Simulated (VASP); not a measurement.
Here is the system:

```xyz
8
Lattice="5.7033 0.0000 0.0000 0.0000 5.7033 0.0000 0.0000 0.0000 5.7033" Properties=species:S:1:pos:R:3 pbc="T T T"
Zn     0.0000     5.7033     5.7033
S      1.3484     1.3484     1.3484
S      4.3549     4.3549     1.3484
S      4.3549     1.3484     4.3549
S      1.3484     4.3549     4.3549
Cd     2.8517     2.8517     5.7033
Cd     2.8517     0.0000     2.8517
Cd     0.0000     2.8517     2.8517
```

Method: PBEsol GGA, VASP's PBE PAW potentials (set 64) (plane waves; VASP 6.6.1). Numerical set-up: 400 eV cut-off, Gaussian smearing of 0.050 eV, potentials Zn S Cd.

**Question.** Give the energies of bands 27 to 40 at the high-symmetry points, in eV from the valence-band maximum.

**Answer.** 
| band | Γ | X | M | R |
|---|---|---|---|---|
| 27 | -3.97 | -2.59 | -3.56 | -4.66 |
| 28 | -2.09 | -2.51 | -3.56 | -4.66 |
| 29 | -2.09 | -2.51 | -2.34 | -0.96 |
| 30 | -2.09 | -2.42 | -2.34 | -0.96 |
| 31 | -1.93 | -2.40 | -2.18 | -0.96 |
| 32 | -1.93 | -2.21 | -1.94 | -0.75 |
| 33 | -1.93 | -1.20 | -0.91 | -0.75 |
| 34 | 0.00 | -1.20 | -0.91 | -0.75 |
| 35 | 0.00 | -0.93 | -0.90 | -0.59 |
| 36 | 0.00 | -0.93 | -0.51 | -0.59 |
| 37 | 1.21 | 3.65 | 3.93 | 2.81 |
| 38 | 3.38 | 3.66 | 4.46 | 2.99 |
| 39 | 3.38 | 4.64 | 4.46 | 2.99 |
| 40 | 3.38 | 4.70 | 4.53 | 2.99 |

The gap is direct, 1.21 eV, from the valence maximum at Γ to the conduction minimum at Γ.

The structure was generated: Cd3ZnS4 was put into an ordered model structure (P-43m), which need not be its known phase. It was relaxed first.
